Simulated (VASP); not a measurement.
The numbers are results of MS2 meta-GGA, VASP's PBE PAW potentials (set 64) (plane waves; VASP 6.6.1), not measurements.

VASP ran on this input.

**POSCAR**
```
CaO
1
    0.0000000000     2.4050000000     2.4050000000
    2.4050000000     0.0000000000     2.4050000000
    2.4050000000     2.4050000000     0.0000000000
Ca O
1 1
Direct
  0.0000000000   0.0000000000   0.0000000000
  0.5000000000   0.5000000000   0.5000000000
```

**INCAR**
```
# general
SYSTEM  = CaO
PREC    = Accurate
ENCUT   = 520
LREAL   = .False.
LASPH   = .True.

# electronic loop
EDIFF   = 1E-6
NELM    = 100
ALGO    = Normal
LMIXTAU = .True.

# smearing
ISMEAR  = 0
SIGMA   = 0.05

# functional
METAGGA = MS2

# ions
IBRION  = 2
NSW     = 60
ISIF    = 3
EDIFFG  = -0.01

# output
LWAVE   = .False.
LCHARG  = .False.
```

KPOINTS:
```
Automatic mesh
0
Gamma
9 9 9
0 0 0
```

POTCAR, in this order: Ca_sv O (PBE.64 set). Program: vasp_std.

Output

### OUTCAR
```
 ion  position               nearest neighbor table
   1  0.000  0.000  0.000-   2 2.40   2 2.40   2 2.40   2 2.40   2 2.40   2 2.40
   2  0.500  0.500  0.500-   1 2.40   1 2.40   1 2.40   1 2.40   1 2.40   1 2.40
  LATTYP: Found a face centered cubic cell.
 ALAT       =     4.8100000000
 Subroutine PRICEL returns:
 Original cell was already a primitive cell.
 Subroutine GETGRP returns: Found 48 space group operations
The static configuration has the point symmetry O_h .
The dynamic configuration has the point symmetry O_h .
 Subroutine INISYM returns: Found 48 space group operations
 Subroutine IBZKPT returns following result:
 Found     35 irreducible k-points:

 Following reciprocal coordinates:
            Coordinates               Weight
  0.000000  0.000000  0.000000      1.000000
  0.111111  0.000000  0.000000      8.000000
  0.222222  0.000000  0.000000      8.000000
  0.333333  0.000000  0.000000      8.000000
  0.444444  0.000000  0.000000      8.000000
  0.111111  0.111111  0.000000      6.000000
  0.222222  0.111111  0.000000     24.000000
  0.333333  0.111111  0.000000     24.000000
  0.444444  0.111111  0.000000     24.000000
...
```

### OSZICAR
```
       N       E                     dE             d eps       ncg     rms          rms(c)
DAV:   1     0.114446815003E+03    0.11445E+03   -0.82304E+03   848   0.129E+03
DAV:   2    -0.247941777876E+02   -0.13924E+03   -0.13202E+03   940   0.330E+02
DAV:   3    -0.311333895808E+02   -0.63392E+01   -0.62649E+01  1116   0.754E+01
DAV:   4    -0.313526591786E+02   -0.21927E+00   -0.21850E+00  1124   0.125E+01
DAV:   5    -0.313560951526E+02   -0.34360E-02   -0.34308E-02  1068   0.153E+00    0.609E+00
DAV:   6    -0.203361893717E+02    0.11020E+02   -0.24056E+01  1008   0.554E+01    0.352E+00
DAV:   7    -0.223784937791E+02   -0.20423E+01   -0.89056E+00  1276   0.361E+01    0.228E+00
DAV:   8    -0.214529394731E+02    0.92555E+00   -0.10679E+01  1064   0.315E+01    0.295E+00
DAV:   9    -0.204526378140E+02    0.10003E+01   -0.10258E+00  1116   0.115E+01    0.801E-01
DAV:  10    -0.205495294758E+02   -0.96892E-01   -0.23518E-01   860   0.651E+00    0.714E-01
DAV:  11    -0.204978326236E+02    0.51697E-01   -0.10232E-01   844   0.414E+00    0.447E-01
DAV:  12    -0.205238994075E+02   -0.26067E-01   -0.66036E-02  1080   0.301E+00    0.780E-02
DAV:  13    -0.205237093818E+02    0.19003E-03   -0.21208E-03   988   0.636E-01    0.525E-02
DAV:  14    -0.205234490480E+02    0.26033E-03   -0.47497E-04   972   0.286E-01    0.365E-02
DAV:  15    -0.205232579401E+02    0.19111E-03   -0.10688E-04  1052   0.147E-01    0.461E-03
DAV:  16    -0.205232971150E+02   -0.39175E-04   -0.28137E-05   960   0.730E-02    0.538E-03
DAV:  17    -0.205232906726E+02    0.64424E-05   -0.51946E-06  1140   0.298E-02    0.194E-03
DAV:  18    -0.205232878369E+02    0.28357E-05   -0.28588E-06   832   0.215E-02    0.411E-04
DAV:  19    -0.205232871123E+02    0.72464E-06   -0.19586E-07   448   0.665E-03
   1 F= -.20523287E+02 E0= -.20523287E+02  d E =-.205233E+02
       N       E                     dE             d eps       ncg     rms          rms(c)
DAV:   1    -0.205336591332E+02   -0.10371E-01   -0.22489E-01   840   0.607E+00    0.594E-01
DAV:   2    -0.205247638210E+02    0.88953E-02   -0.36229E-02   936   0.202E+00    0.218E-01
DAV:   3    -0.205239287653E+02    0.83506E-03   -0.32788E-03  1328   0.607E-01    0.858E-02
DAV:   4    -0.205232369963E+02    0.69177E-03   -0.28284E-03   904   0.784E-01    0.263E-02
DAV:   5    -0.205233784229E+02   -0.14143E-03   -0.41177E-04   896   0.273E-01    0.126E-02
DAV:   6    -0.205233672943E+02    0.11129E-04   -0.19980E-05   932   0.503E-02    0.939E-03
DAV:   7    -0.205233531026E+02    0.14192E-04   -0.65487E-05   904   0.991E-02    0.445E-03
DAV:   8    -0.205233509836E+02    0.21190E-05   -0.42139E-05   840   0.885E-02    0.440E-03
DAV:   9    -0.205233504971E+02    0.48647E-06   -0.82684E-06   876   0.384E-02
   2 F= -.20523350E+02 E0= -.20523350E+02  d E =-.633849E-04
       N       E                     dE             d eps       ncg     rms          rms(c)
DAV:   1    -0.205261351894E+02   -0.27842E-02   -0.59746E-02   840   0.312E+00    0.308E-01
DAV:   2    -0.205238105846E+02    0.23246E-02   -0.94904E-03   932   0.103E+00    0.113E-01
DAV:   3    -0.205235574203E+02    0.25316E-03   -0.81600E-04  1340   0.313E-01    0.446E-02
DAV:   4    -0.205234319247E+02    0.12550E-03   -0.73569E-04   904   0.402E-01    0.141E-02
DAV:   5    -0.205234538269E+02   -0.21902E-04   -0.95533E-05   900   0.132E-01    0.690E-03
DAV:   6    -0.205234581059E+02   -0.42789E-05   -0.47644E-06   956   0.245E-02    0.496E-03
DAV:   7    -0.205234661071E+02   -0.80012E-05   -0.19907E-05   904   0.546E-02    0.224E-03
DAV:   8    -0.205234790101E+02   -0.12903E-04   -0.98975E-06   844   0.430E-02    0.205E-03
DAV:   9    -0.205234776864E+02    0.13236E-05   -0.17160E-06   816   0.172E-02    0.944E-04
DAV:  10    -0.205234791453E+02   -0.14589E-05   -0.10951E-07   436   0.459E-03    0.406E-04
DAV:  11    -0.205234805344E+02   -0.13891E-05   -0.56079E-08   420   0.330E-03    0.685E-05
DAV:  12    -0.205234805021E+02    0.32287E-07   -0.17462E-08   420   0.141E-03
   3 F= -.20523481E+02 E0= -.20523481E+02  d E =-.193390E-03
       N       E                     dE             d eps       ncg     rms          rms(c)
DAV:   1    -0.205238756491E+02   -0.39511E-03   -0.81833E-03   840   0.116E+00    0.113E-01
DAV:   2    -0.205235371645E+02    0.33848E-03   -0.13052E-03   936   0.383E-01    0.416E-02
DAV:   3    -0.205235071161E+02    0.30048E-04   -0.11636E-04  1332   0.116E-01    0.163E-02
DAV:   4    -0.205234738568E+02    0.33259E-04   -0.10140E-04   908   0.149E-01    0.509E-03
DAV:   5    -0.205234800654E+02   -0.62086E-05   -0.14187E-05   904   0.506E-02    0.245E-03
DAV:   6    -0.205234779935E+02    0.20719E-05   -0.58915E-07   612   0.931E-03    0.173E-03
DAV:   7    -0.205234747378E+02    0.32557E-05   -0.31141E-06   944   0.181E-02    0.128E-03
DAV:   8    -0.205234730448E+02    0.16931E-05   -0.39777E-07   512   0.864E-03    0.535E-04
DAV:   9    -0.205234724078E+02    0.63700E-06   -0.23469E-07   452   0.689E-03
   4 F= -.20523472E+02 E0= -.20523472E+02  d E =-.185295E-03
```

**OUTCAR**
```
------------------------ aborting loop because EDIFF is reached ----------------------------------------
  FORCE on cell =-STRESS in cart. coord.  units (eV):
  Direction    XX          YY          ZZ          XY          YZ          ZX
  --------------------------------------------------------------------------------------
  Total        0.0001208      0.0001208      0.0001208     -0.0000000     -0.0000000      0.0000000
  in kB        0.0069173      0.0069173      0.0069173     -0.0000000     -0.0000000      0.0000000
  external PRESSURE =       0.0069173 kB  Pullay stress =       0.0000000 kB
  volume of cell :       27.97
      direct lattice vectors                 reciprocal lattice vectors
     0.000000000  2.409354451  2.409354451    -0.207524468  0.207524468  0.207524468
     2.409354451  0.000000000  2.409354451     0.207524468 -0.207524468  0.207524468
     2.409354451  2.409354451  0.000000000     0.207524468  0.207524468 -0.207524468
  FREE ENERGIE OF THE ION-ELECTRON SYSTEM (eV)
  ---------------------------------------------------
  free  energy   TOTEN  =       -20.5234724078 eV

  energy  without entropy=      -20.5234724078  energy(sigma->0) =      -20.52347241

 reached required accuracy - stopping structural energy minimisation
```
(Selected blocks of OUTCAR.)

### CONTCAR
```
CaO
   1.00000000000000
     0.0000000000000000    2.4093544506883062    2.4093544506883062
     2.4093544506883062    0.0000000000000000    2.4093544506883062
     2.4093544506883062    2.4093544506883062    0.0000000000000000
  Ca              O
     1     1
Direct
     0.0000000000000000    1.0000000000000000    1.0000000000000000
     0.5000000000000000    0.5000000000000000    0.5000000000000000
```

The compound is CaO in the rock salt structure. This run relaxes it. Symmetry was kept, so distortions that lower it aren't found.
